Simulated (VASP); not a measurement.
Consider the following.

```
NiSi2
1.0
    0.00000     2.67076     2.67076
    2.67076     0.00000     2.67076
    2.67076     2.67076     0.00000
Si Ni
2 1
Direct
  0.25000   0.25000   0.25000
  0.75000   0.75000   0.75000
  0.00000   0.00000   0.00000
```

Method: PBEsol GGA, VASP's PBE PAW potentials (set 64) (plane waves; VASP). Settings: 500 eV cut-off, 10×10×10 Γ-centred mesh, first-order Methfessel-Paxton smearing of 0.10 eV, potentials Si Ni.

What does the run give for the energy per atom (σ→0), pressure, band gap (on the k-mesh) with the smallest direct gap where there is one?

- band gap (on the k-mesh): none (metal, semimetal or under 0.01 eV)
- energy per atom (σ→0): -6.322 eV/atom
- pressure: 4.86 GPa

The compound is NiSi2 in the fluorite structure. It was relaxed first under an external pressure of 5 GPa. The run is not spin-polarised, so no magnetic state was tried.
